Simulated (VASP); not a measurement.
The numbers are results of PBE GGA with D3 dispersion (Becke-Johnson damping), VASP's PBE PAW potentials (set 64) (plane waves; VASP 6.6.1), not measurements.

The input files of a VASP run:

INCAR:
```
ALGO=Normal
IVDW=12   # D3, Becke-Johnson
SYSTEM=C
ISIF=2   # forces and stress, cell fixed
LWAVE=.FALSE.
ISMEAR=0
ENCUT=520
EDIFF=1E-7   # SCF stop (eV)
SIGMA=0.05   # width (eV)
LCHARG=.FALSE.
NELM=100
PREC=Accurate
LASPH=.TRUE.   # aspherical one-centre terms
GGA=PE
LREAL=.FALSE.   # projection in real space or not
```

KPOINTS:
```
Automatic mesh
0
Gamma
13 13 13
0 0 0
```

File POSCAR:
```
C
1.0
  0.0000000000   1.7613977979   1.7613977979
  1.7613977979   0.0000000000   1.7613977979
  1.7613977979   1.7613977979   0.0000000000
C
2
Direct
  0.0000000000   0.0000000000   0.0000000000
  0.2500000000   0.2500000000   0.2500000000
```

POTCAR, in this order: C (PBE.64 set). Program: vasp_std.

Output

**OUTCAR**
```
 ion  position               nearest neighbor table
   1  0.000  0.000  0.000-   2 1.53   2 1.53   2 1.53   2 1.53
   2  0.250  0.250  0.250-   1 1.53   1 1.53   1 1.53   1 1.53
  LATTYP: Found a face centered cubic cell.
 ALAT       =     3.5227955958
 Subroutine PRICEL returns:
 Original cell was already a primitive cell.
 Subroutine GETGRP returns: Found 48 space group operations
The static configuration has the point symmetry T_d .
 The point group associated with its full space group is O_h .
The dynamic configuration has the point symmetry T_d .
 Subroutine INISYM returns: Found 48 space group operations
 Subroutine IBZKPT returns following result:
 Found     84 irreducible k-points:

 Following reciprocal coordinates:
            Coordinates               Weight
  0.000000  0.000000  0.000000      1.000000
  0.076923  0.000000  0.000000      8.000000
  0.153846  0.000000  0.000000      8.000000
  0.230769  0.000000  0.000000      8.000000
  0.307692  0.000000  0.000000      8.000000
  0.384615  0.000000  0.000000      8.000000
  0.461538  0.000000  0.000000      8.000000
  0.076923  0.076923  0.000000      6.000000
  0.153846  0.076923  0.000000     24.000000
  0.230769  0.076923  0.000000     24.000000
  0.307692  0.076923  0.000000     24.000000
  0.384615  0.076923  0.000000     24.000000
  0.461538  0.076923  0.000000     24.000000
 -0.461538  0.076923  0.000000     24.000000
 -0.384615  0.076923  0.000000     24.000000
 -0.307692  0.076923  0.000000     24.000000
 -0.230769  0.076923  0.000000     24.000000
 -0.153846  0.076923  0.000000     24.000000
 -0.076923  0.076923  0.000000     12.000000
  0.153846  0.153846  0.000000      6.000000
  0.230769  0.153846  0.000000     24.000000
  0.307692  0.153846  0.000000     24.000000
  0.384615  0.153846  0.000000     24.000000
  0.461538  0.153846  0.000000     24.000000
 -0.461538  0.153846  0.000000     24.000000
 -0.384615  0.153846  0.000000     24.000000
 -0.307692  0.153846  0.000000     24.000000
 -0.230769  0.153846  0.000000     24.000000
 -0.153846  0.153846  0.000000     12.000000
  0.230769  0.230769  0.000000      6.000000
  0.307692  0.230769  0.000000     24.000000
  0.384615  0.230769  0.000000     24.000000
  0.461538  0.230769  0.000000     24.000000
 -0.461538  0.230769  0.000000     24.000000
 -0.384615  0.230769  0.000000     24.000000
 -0.307692  0.230769  0.000000     24.000000
 -0.230769  0.230769  0.000000     12.000000
  0.307692  0.307692  0.000000      6.000000
  0.384615  0.307692  0.000000     24.000000
  0.461538  0.307692  0.000000     24.000000
   k-points           NKPTS =     84   k-points in BZ     NKDIM =     84   number of bands    NBANDS=      8
   number of dos      NEDOS =    301   number of ions     NIONS =      2
   total plane-waves  NPLWV =   8000
   dimension x,y,z NGX =    20 NGY =   20 NGZ =   20
   dimension x,y,z NGXF=    40 NGYF=   40 NGZF=   40
   ions per type =               2
   PREC   = accura    normal or accurate (medium, high low for compatibility)
   ISTART =      0    job   : 0-new  1-cont  2-samecut
   ICHARG =      2    charge: 1-file 2-atom 10-const
   ISPIN  =      1    spin polarized calculation?
   LNONCOLLINEAR =      F non collinear calculations
   LSORBIT =      F    spin-orbit coupling
   INIWAV =      1    electr: 0-lowe 1-rand  2-diag
   ENCUT  =  520.0 eV  38.22 Ry    6.18 a.u.   4.63  4.63  4.63*2*pi/ulx,y,z
   NELM   =    100;   NELMIN=  2; NELMDL= -5     # of ELM steps
   EDIFF  = 0.1E-06   stopping-criterion for ELM
   LREAL  =      F    real-space projection
   NLSPLINE    = F    spline interpolate recip. space projectors
...
```

### OSZICAR
```
       N       E                     dE             d eps       ncg     rms          rms(c)
DAV:   1    -0.673733119726E+00   -0.67373E+00   -0.50743E+03  1400   0.984E+02
DAV:   2    -0.187555742402E+02   -0.18082E+02   -0.17717E+02  2136   0.112E+02
DAV:   3    -0.188693578996E+02   -0.11378E+00   -0.11378E+00  1424   0.112E+01
DAV:   4    -0.188694964194E+02   -0.13852E-03   -0.13852E-03  1960   0.418E-01
DAV:   5    -0.188694964655E+02   -0.46094E-07   -0.46094E-07  1416   0.497E-03    0.583E+00
DAV:   6    -0.183345829267E+02    0.53491E+00   -0.40820E-01  1392   0.516E+00    0.351E+00
DAV:   7    -0.181547585622E+02    0.17982E+00   -0.44689E-01  1584   0.551E+00    0.827E-01
DAV:   8    -0.181560815833E+02   -0.13230E-02   -0.18169E-03  1392   0.501E-01    0.487E-02
DAV:   9    -0.181560935162E+02   -0.11933E-04   -0.13353E-04  1944   0.103E-01    0.277E-02
DAV:  10    -0.181561059872E+02   -0.12471E-04   -0.12890E-05  1392   0.426E-02    0.670E-03
DAV:  11    -0.181561058334E+02    0.15380E-06   -0.36497E-08  1784   0.217E-03    0.134E-03
DAV:  12    -0.181561058259E+02    0.75302E-08   -0.98740E-09   688   0.129E-03
   1 F= -.18553165E+02 E0= -.18553165E+02  d E =-.655013E-13
```

### OUTCAR
```
------------------------ aborting loop because EDIFF is reached ----------------------------------------
 Edisp (eV)   -0.39706
  FORCE on cell =-STRESS in cart. coord.  units (eV):
  Direction    XX          YY          ZZ          XY          YZ          ZX
  --------------------------------------------------------------------------------------
  Total       0.97574     0.97574     0.97574     0.00000     0.00000     0.00000
  in kB     143.03436   143.03436   143.03436     0.00000     0.00000     0.00000
  external pressure =      143.03 kB  Pullay stress =        0.00 kB
  volume of cell :       10.93
      direct lattice vectors                 reciprocal lattice vectors
     0.000000000  1.761397798  1.761397798    -0.283865462  0.283865462  0.283865462
     1.761397798  0.000000000  1.761397798     0.283865462 -0.283865462  0.283865462
     1.761397798  1.761397798  0.000000000     0.283865462  0.283865462 -0.283865462
 POSITION                                       TOTAL-FORCE (eV/Angst)
 -----------------------------------------------------------------------------------
      0.00000      0.00000      0.00000         0.000000     -0.000000      0.000000
      0.88070      0.88070      0.88070        -0.000000      0.000000     -0.000000
 -----------------------------------------------------------------------------------
    total drift:                                0.000000      0.000000      0.000000
  FREE ENERGIE OF THE ION-ELECTRON SYSTEM (eV)
  ---------------------------------------------------
  free  energy   TOTEN  =       -18.5531646964 eV

  energy  without entropy=      -18.5531646964  energy(sigma->0) =      -18.55316470
```
(Selected blocks of OUTCAR.)

File OUTCAR:
```
 val. band max:       10.2756645755   @ k =   0.0000   0.0000   0.0000

 cond. band min:      14.4986034213   @ k =   0.3846   0.3846   0.0000


 Fermi energy:        10.5003436138

 k-point     1 :       0.0000    0.0000    0.0000
  band No.  band energies     occupation
      1     -11.7079      2.00000
      2      10.2757      2.00000
      3      10.2757      2.00000
      4      10.2757      2.00000
      5      15.9687      0.00000
      6      15.9687      0.00000
      7      15.9687      0.00000
      8      24.4709      0.00000

 k-point     2 :       0.0769    0.0000    0.0000
  band No.  band energies     occupation
      1     -11.5400      2.00000
      2       9.1776      2.00000
      3       9.9851      2.00000
      4       9.9851      2.00000
      5      16.3490      0.00000
      6      16.3490      0.00000
      7      16.6362      0.00000
      8      24.5872      0.00000

 k-point     3 :       0.1538    0.0000    0.0000
  band No.  band energies     occupation
      1     -11.0373      2.00000
      2       6.8475      2.00000
      3       9.3322      2.00000
      4       9.3322      2.00000
      5      17.2074      0.00000
      6      17.2074      0.00000
      7      17.7451      0.00000
      8      24.9207      0.00000

 k-point     4 :       0.2308    0.0000    0.0000
  band No.  band energies     occupation
      1     -10.2055      2.00000
      2       4.1800      2.00000
      3       8.6276      2.00000
      4       8.6276      2.00000
      5      18.0673      0.00000
      6      18.0673      0.00000
      7      18.6054      0.00000
      8      25.3995      0.00000

 k-point     5 :       0.3077    0.0000    0.0000
  band No.  band energies     occupation
      1      -9.0574      2.00000
      2       1.5110      2.00000
      3       8.0337      2.00000
      4       8.0337      2.00000
      5      18.6217      0.00000
      6      18.6217      0.00000
      7      19.1548      0.00000
...
```

The compound is C in the diamond structure. This cell is one point of a volume scan, at 0.97 of the reference volume.
